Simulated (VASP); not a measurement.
## How biaxial strain in the (001) plane changes Ta

How do stress and energy of Ta follow biaxial strain in the (001) plane?

Method: r2SCAN; plane waves and PAW (Ta_pv), in the first sound run; inputs show where later runs differ, in VASP 6.6.1.

## 1. The structure

It takes space group Im-3m (No. 229, cubic). Conventional cell: a = 3.310 Å, b = 3.310 Å, c = 3.310 Å, α = 90.00°, β = 90.00°, γ = 90.00°. Nearest to Ta lie 8 Ta at 2.87 Å.

Structure file:

```cif
data_structure
_symmetry_space_group_name_H-M 'Im-3m'
_symmetry_Int_Tables_number 229
_cell_length_a 3.3100
_cell_length_b 3.3100
_cell_length_c 3.3100
_cell_angle_alpha 90.000
_cell_angle_beta 90.000
_cell_angle_gamma 90.000
_cell_volume 36.26
loop_
_atom_site_label
_atom_site_type_symbol
_atom_site_symmetry_multiplicity
_atom_site_Wyckoff_symbol
_atom_site_fract_x
_atom_site_fract_y
_atom_site_fract_z
_atom_site_occupancy
Ta1 Ta 2 a 0.00000 0.00000 0.00000 1
```

## 2. Relax the crystal, r2SCAN

The series starts from the cell that this level prefers, so that zero strain is near zero stress.

Level: r2SCAN; plane waves and PAW (Ta_pv).

INCAR

```
SYSTEM = Ta
PREC = Accurate
ENCUT = 450
EDIFF = 1E-07
NELM = 120
ISMEAR = 1
SIGMA = 0.15
LREAL = .FALSE.
ALGO = Normal
METAGGA = R2SCAN
LASPH = .TRUE.
NBANDS = 11
LORBIT = 11
LWAVE = .FALSE.
LCHARG = .FALSE.
KPAR = 8
IBRION = 2
NSW = 40
ISIF = 3
EDIFFG = -0.005
POTIM = 0.4
```

POSCAR

```
Ta
1.0
   -1.6550000000      1.6550000000      1.6550000000
    1.6550000000     -1.6550000000      1.6550000000
    1.6550000000      1.6550000000     -1.6550000000
Ta
1
Direct
    0.0000000000      0.0000000000      0.0000000000
```

KPOINTS

```
Automatic mesh
0
Gamma
25 25 25
0 0 0
```

Potentials, in the order of the species: Ta_pv (PBE family, release 64).

Started as:

```sh
mpirun -np 8 vasp_std
```

Output:

```text
[banner, memory and clock lines left out]
running    8 mpi-ranks, on    1 nodes
[...]
|                                                                             |
|           W    W    AA    RRRRR   N    N  II  N    N   GGGG   !!!           |
|           W    W   A  A   R    R  NN   N  II  NN   N  G    G  !!!           |
|           W    W  A    A  R    R  N N  N  II  N N  N  G       !!!           |
|           W WW W  AAAAAA  RRRRR   N  N N  II  N  N N  G  GGG   !            |
|           WW  WW  A    A  R   R   N   NN  II  N   NN  G    G                |
|           W    W  A    A  R    R  N    N  II  N    N   GGGG   !!!           |
|                                                                             |
|     For optimal performance we recommend to set                             |
|       NCORE = 2 up to number-of-cores-per-socket                            |
|     NCORE specifies how many cores store one orbital (NPAR=cpu/NCORE).      |
|     This setting can greatly improve the performance of VASP for DFT.       |
[...]
DAV:   2    -0.485799620095E+02    0.19045E-03   -0.23680E-04 10541   0.171E-01    0.484E-02
DAV:   3    -0.485799197425E+02    0.42267E-04   -0.12969E-04 10658   0.121E-01    0.189E-02
DAV:   4    -0.485799229062E+02   -0.31637E-05   -0.92409E-07 11046   0.114E-02    0.280E-03
DAV:   5    -0.485799229612E+02   -0.55041E-07   -0.64080E-08  6844   0.270E-03
   2 F= -.48579923E+02 E0= -.48579980E+02  d E =0.921528E-05
 trial-energy change:    0.000009  1 .order    0.000012   -0.000035    0.000058
 step:   0.4124(harm=  0.3761)  dis= 0.00000  next Energy=   -48.579940 (dE=-0.738E-05)
[...]
N       E                     dE             d eps       ncg     rms          rms(c)
DAV:   1    -0.485800212023E+02   -0.98296E-04   -0.27282E-03 10145   0.655E-01    0.841E-02
DAV:   2    -0.485799570519E+02    0.64150E-04   -0.82106E-05 10538   0.100E-01    0.283E-02
DAV:   3    -0.485799404999E+02    0.16552E-04   -0.44612E-05 10640   0.707E-02    0.111E-02
DAV:   4    -0.485799396450E+02    0.85487E-06   -0.32397E-07 11000   0.675E-03    0.165E-03
DAV:   5    -0.485799396289E+02    0.16070E-07   -0.20108E-08  5575   0.151E-03
   3 F= -.48579940E+02 E0= -.48580003E+02  d E =-.745239E-05
[...]
reached required accuracy - stopping structural energy minimisation
```

The job ended after 80 s (8 MPI ranks of Intel Xeon Platinum 8259CL at 2.50GHz (Skylake/Cascade Lake), shared host; peak memory 1.5 GiB).

Lines that name or quote the potential files are left out of all logs, and their timing lines are given in words.

Parts of OUTCAR (step 2):

```text
  Total        0.0019278      0.0019278      0.0019278      0.0000000      0.0000000      0.0000000
  in kB        0.1704854      0.1704854      0.1704854      0.0000000      0.0000000      0.0000000
  external PRESSURE =       0.1704854 kB  Pullay stress =       0.0000000 kB

 POSITION                                       TOTAL-FORCE (eV/Angst)
 -----------------------------------------------------------------------------------
      0.00000      0.00000     -0.00000         0.000000      0.000000     -0.000000
 -----------------------------------------------------------------------------------
    total drift:                               -0.000000     -0.000000      0.000000

  FREE ENERGIE OF THE ION-ELECTRON SYSTEM (eV)
  ---------------------------------------------------
  free  energy   TOTEN  =       -48.5799396289 eV

  energy  without entropy=      -48.5801302705  energy(sigma->0) =      -48.58000318

 reached required accuracy - stopping structural energy minimisation

[... 3 further parts left out ...]
[key lines of the parts left out:]
E-fermi :   5.2601
```

This run gave:

```
energy(sigma→0) of the program : -48.5800 eV
stress, compression positive   : xx, yy, zz 0.02, 0.02, 0.02 GPa
volume                         : 18.117 Å³
ionic steps                    : 3
```

## 3. Strain along the normal, r2SCAN

One member in full: the plane is strained by 2 %, and the strain along the normal is moved by secant steps until the normal stress is under 0.012 GPa or five steps are spent; the atoms relax at each step.

This step took 2 runs, each at a new trial strain with the atoms of the one before; the last is shown.

Level: r2SCAN; plane waves and PAW (Ta_pv).

Changes to INCAR since step 2:

```diff
@@ -15,7 +15,7 @@
 LCHARG = .FALSE.
-KPAR = 8
-IBRION = 2
-NSW = 40
-ISIF = 3
-EDIFFG = -0.005
-POTIM = 0.4
+KPAR = 2
+IBRION = 1
+NSW = 25
+ISIF = 2
+EDIFFG = -0.004
+POTIM = 0.3
```

POSCAR

```
Ta
1.0
   -1.6876327150      1.6876327150      1.6152352420
    1.6876327150     -1.6876327150      1.6152352420
    1.6876327150      1.6876327150     -1.6152352420
Ta
1
Direct
    0.0000000000      0.0000000000      0.0000000000
```

KPOINTS is that of step 2.

Started as:

```sh
mpirun -np 2 vasp_std
```

Output:

```text
[banner, memory and clock lines left out]
running    2 mpi-ranks, on    1 nodes
[...]
[... a notice as in an earlier step ...]

 LDA part: xc-table for (None), standard interpolation
 POSCAR, INCAR and KPOINTS ok, starting setup
[...]
entering main loop
       N       E                     dE             d eps       ncg     rms          rms(c)
DAV:   1     0.138634477848E+02    0.13863E+02   -0.59752E+03 26146   0.881E+02
DAV:   2    -0.510071242426E+02   -0.64871E+02   -0.63357E+02 28771   0.238E+02
DAV:   3    -0.519090508900E+02   -0.90193E+00   -0.88766E+00 31918   0.276E+01
DAV:   4    -0.519124281246E+02   -0.33772E-02   -0.33758E-02 29132   0.171E+00
[...]
DAV:  12    -0.485698269102E+02   -0.87768E-06   -0.40728E-07 28833   0.588E-03    0.252E-03
DAV:  13    -0.485698263185E+02    0.59167E-06   -0.13708E-07 18766   0.409E-03    0.967E-05
DAV:  14    -0.485698263276E+02   -0.90961E-08   -0.35588E-09 13889   0.682E-04
   1 F= -.48569826E+02 E0= -.48569920E+02  d E =-.485698E+02
 BRION: g(F)=  0.211E-63 g(S)=  0.000E+00
 reached required accuracy - stopping structural energy minimisation
```

Wall time 4.4 min (2 MPI ranks); peak memory 0.56 GiB.

Parts of OUTCAR (step 3):

```text
  Total       -0.5036146     -0.5036146     -0.0007564      0.0000000      0.0000000     -0.0000000
  in kB      -43.8487505    -43.8487505     -0.0658595      0.0000000      0.0000000     -0.0000000
  external PRESSURE =     -29.2544535 kB  Pullay stress =       0.0000000 kB

 POSITION                                       TOTAL-FORCE (eV/Angst)
 -----------------------------------------------------------------------------------
      0.00000      0.00000      0.00000         0.000000     -0.000000      0.000000
 -----------------------------------------------------------------------------------
    total drift:                                0.000000     -0.000000      0.000000

  FREE ENERGIE OF THE ION-ELECTRON SYSTEM (eV)
  ---------------------------------------------------
  free  energy   TOTEN  =       -48.5698263276 eV

  energy  without entropy=      -48.5701079285  energy(sigma->0) =      -48.56992019

[... 1 part as in an earlier step ...]

[... 3 further parts left out ...]
[key lines of the parts left out:]
E-fermi :   5.1513
```

Read from the output:

* energy(sigma→0) of the program: -48.5699 eV
* stress, compression positive: xx, yy, zz -4.38, -4.38, -0.01 GPa
* ionic steps: 1

## 4. All members

The other members went through these steps as far as the tables show, with the same cutoff and, step by step, the same mesh; 17 runs are not shown. The session took 3.3 core hours (wall time by ranks) on a shared machine.

```csv
in-plane strain (%),strain along the normal (%),"in-plane stress, tension positive (GPa)","energy above the unstrained row, extrapolated to no smearing (meV/atom)"
-2.000,2.539,-4.986,11.430
-1.500,1.872,-3.729,6.512
-1.000,1.228,-2.497,2.970
-0.500,0.600,-1.269,0.785
0,0.006,-0.005,0.000
0.500,-0.589,1.195,0.673
1.000,-1.200,?,?
1.500,-1.791,3.346,5.737
2.000,-2.376,4.385,10.082
```

## 5. Stress from the known rows

Fitting a parabola to the 8 known rows (e: strain in %) gives stress = − 0.07027 e² + 2.356 e − 0.02755 in GPa; the residuals are 0.035 GPa r.m.s.

For the withheld row, e = 1, the fit gives 2.258 GPa.

## 6. Prediction against calculation

The calculation gives 2.278 GPa, so the prediction is 0.020 GPa too low, within twice the residual of the fit.

Slopes at zero strain, from cubics through all rows: strain ratio -1.205, stress over strain 241 GPa.

## 7. What came out

| Property | Result |
| --- | --- |
| error of the predicted stress | -0.020 GPa |
| ratio of normal to in-plane strain | -1.205 |
| biaxial modulus | 241 GPa |

In words: As a check, the curvature of the energy gives 245 GPa for the same modulus (energy per volume = M × strain²), 2 % from the slope of the stress; these energies are extrapolated to no smearing, while the stress belongs to the free energy, so part of the difference may come from that. These are static values: temperature and zero-point motion are left out. In a metal the slopes also depend on mesh and smearing, which were held through the series.

[Lines on the potential files, build, host, timing and source positions are cut from VASP's logs without a mark.]

[Logs are printed without paths, hosts, clocks, repeated set-up lines and the standing remarks that a program may print on its own settings, such as how far it seeks lower states.]

[Hosts, paths, dates, database ids (printed as entryN), source tags and the programs' standing remarks are cut or masked in the printed files.]

[In band tables of VASP the shares of atoms and orbitals are scaled to a sum of 1 inside the atoms' spheres.]
